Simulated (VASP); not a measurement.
**SrTiO3: transverse stress against strain**

SrTiO3 (cubic perovskite, Pm-3m, 11.984 Å³/atom and stress up to 0.13 GPa in the relaxed cell, cube axes along x, y and z) under an equal strain ε along x and y, with z held. r2SCAN in VASP (plane waves, PAW), 600 eV, 8×8×8 Γ-centred mesh, Gaussian smearing 0.05 eV; ions are relaxed, or left where forces stay under 0.02 eV/Å, within the symmetry of each cell. Stress is positive for a compressed cell.

Here s stands for strain and y for stress zz.

```
strain (%)  stress zz (GPa)
----------  ---------------
-3.00                     ?
-1.50                  3.26
-1.00                  2.09
-0.50                  0.96
0.00                  -0.13
0.50                  -1.18
1.00                  -2.19
1.50                  -3.17
```

The 7 complete rows are fitted with a straight line, y against s. Means: s 0, y -0.051. About the means, the sum of products is -14.995 and the sum of squares of s is 7.0000; the slope is their ratio. Least squares gives y = -0.051 - 2.1421·s. Residuals (row less fit): 0.098, -0.001, -0.060, -0.079, -0.058, 0.003, 0.094; standard error 0.080 (degrees of freedom: 5). The slope gives the elastic constant 2C12 = 214 ± 3 GPa (± standard error of the fit, which holds the terms cut off).

Q: Predict the withheld y at s = -3.00 from the fit, and compare with the calculation.

A: y = -0.051 - 2.1421 × (-3.0) = 6.375 GPa. The calculation gives 7.03 GPa, 0.655 GPa above the prediction (6.4 % of the range of y in the table). The row lies outside the fitted rows, so this is an extrapolation. From the scatter of the fitted rows alone, a prediction at this place has a standard error of 0.124 GPa, so the miss is 5.3 times that.

A polynomial of degree 2 through the 12 other runs of the series gives 7.03 there, so most of the miss is curvature that the fit leaves out. The primitive cell can neither tilt nor turn polar against its symmetry, as such crystals can under strain. SrTiO3 is here the ideal cubic form; the compound distorts at low or room temperature. Rows are the converged runs of the series near zero and its far end, less any whose ions stayed unrelaxed beside relaxed ones; series whose fitted rows scatter by over a few per cent of the range, as at a crossing or softening among them, aren't shown in this form. Most that stay on the fit to the last digits aren't either.
